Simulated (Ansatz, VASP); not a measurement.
# BC5: VASP beside Ansatz

The input INCAR:

```
PREC = Accurate
ENCUT = 600
EDIFF = 1E-6
ISMEAR = 0
SIGMA = 0.1
LREAL = F
LASPH = T
NELM = 100
ALGO = Normal
ISIF = 3
LWAVE = F
LCHARG = F
GGA = PE
IBRION = 2
NSW = 100
EDIFFG = -0.01
```

File KPOINTS:

```
regular mesh
0
Gamma
  12 12 12
```

File POSCAR:

```
BC5
1.0
    0.0000000000      2.9343934917      2.9343934917
    2.9343934917      0.0000000000      2.9343934917
    2.9343934917      2.9343934917      0.0000000000
B C
1 5
Direct
    0.7500000000      0.7500000000      0.7500000000
    0.5000000000      0.5000000000      0.5000000000
    0.1555386778      0.5333839665      0.1555386778
    0.1555386778      0.1555386778      0.1555386778
    0.5333839665      0.1555386778      0.1555386778
    0.1555386778      0.1555386778      0.5333839665
```

Input for Ansatz:

```yaml
crystal:
  lattice:
    - [0.0, 2.9343934917, 2.9343934917]
    - [2.9343934917, 0.0, 2.9343934917]
    - [2.9343934917, 2.9343934917, 0.0]
  atoms:
    - { symbol: B, position: [0.75, 0.75, 0.75] }
    - { symbol: C, position: [0.5, 0.5, 0.5] }
    - { symbol: C, position: [0.1555386778, 0.5333839665, 0.1555386778] }
    - { symbol: C, position: [0.1555386778, 0.1555386778, 0.1555386778] }
    - { symbol: C, position: [0.5333839665, 0.1555386778, 0.1555386778] }
    - { symbol: C, position: [0.1555386778, 0.1555386778, 0.5333839665] }
basis:
  ecutwfc: 420
kpoints:
  mp_grid: { grid: [12, 12, 12] }
hamiltonian:
  xc: pbe
scf:
  occupations: { method: gaussian, width: 0.1 }
output:
  forces: true
  stress: true
  eigenvalues: true
  write_density: true
  write_potential: true
  elf: true
  volumetric_format: npy
relax:
  adjacent_minimum: "off"
  f_tol: 0.01
  max_steps: 80
  cell: { stress_tol: 0.05 }
```

Alike in both runs: task relaxation of cell and atoms; functional PBE; k mesh 12 × 12 × 12; occupations gaussian, width 0.1 eV; no spin polarisation.

|  | VASP | Ansatz |
| --- | --- | --- |
| version | VASP 6.6.1 | Ansatz 0.2.0 |
| potentials or method | VASP PAW PBE potentials, release 64 (B, C) | scalar-relativistic, plane waves, PAW |
| plane-wave cutoff (eV) | 600 | 420 |
| valence electrons in the cell | 23 | 23 |

Ansatz gave:

```
gap on the k mesh at the Fermi level, each at its own relaxed structure (eV) : none
relaxed volume (Å³/atom)                                                     : 8.41
relaxed cell length with the largest relative difference (Å)                 : 4.148
```

Problem. Which values does VASP return?

Solution. gap on the k mesh at the Fermi level, each at its own relaxed structure (eV): none; relaxed volume (Å³/atom): 8.42; relaxed cell length with the largest relative difference (Å): 4.149.

A gap of «none» marks a metal or a gap that the smearing closes.

Caveats: the bands computed are all filled at some k points, so no gap is given.
